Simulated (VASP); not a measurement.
Consider the following.

```
CELL_PARAMETERS angstrom
      1.71207    -2.96539     0.00000
      1.71207     2.96539     0.00000
      0.00000     0.00000    13.40603
ATOMIC_POSITIONS crystal
  Te 0.33333 0.66667 0.88288
  Te 0.66667 0.33333 0.38288
  Te 0.66667 0.33333 0.11712
  Te 0.33333 0.66667 0.61712
  Mo 0.33333 0.66667 0.25000
  Mo 0.66667 0.33333 0.75000
```

Computed with PBE GGA with D3 dispersion (Becke-Johnson damping), VASP's PBE PAW potentials (set 64) (plane waves; VASP 6.6.1). Run with 520 eV cut-off, 7×7×2 Γ-centred mesh, Gaussian smearing of 0.050 eV, potentials Te Mo_sv.

**Question.** The ions and cell shape at fixed volume are relaxed. Give the cell that the relaxation ends in.

**Answer.** 
```
CELL_PARAMETERS angstrom
      1.72038    -2.97979     0.00000
      1.72038     2.97979     0.00000
      0.00000     0.00000    13.27674
ATOMIC_POSITIONS crystal
  Te 0.33333 0.66667 0.88750
  Te 0.66667 0.33333 0.38750
  Te 0.66667 0.33333 0.11250
  Te 0.33333 0.66667 0.61250
  Mo 0.33333 0.66667 0.25000
  Mo 0.66667 0.33333 0.75000
```
Space group P6_3/mmc (194), at a tolerance of 0.03 Å.

**Question.** How much energy does the relaxation gain?

**Answer.** The energy (σ→0) changes by -16.9 meV/atom, in 7 ionic steps.

```tsv
step	E(σ→0) (eV)	max force (eV/Å)	pressure (GPa)	volume (Å³)
1	-39.0360	0.906	7.52	136.12
2	-39.1150	0.043	4.18	136.12
3	-39.1155	0.100	4.40	136.12
4	-39.1323	0.056	4.03	136.12
5	-39.1374	0.013	3.71	136.12
6	-39.1374	0.011	3.71	136.12
7	-39.1374	0.008	3.64	136.12
```

The compound is MoTe2 in the 2H layered structure. This cell is one point of a volume scan, at 0.94 of the reference volume. Symmetry was kept, so distortions that lower it aren't found.
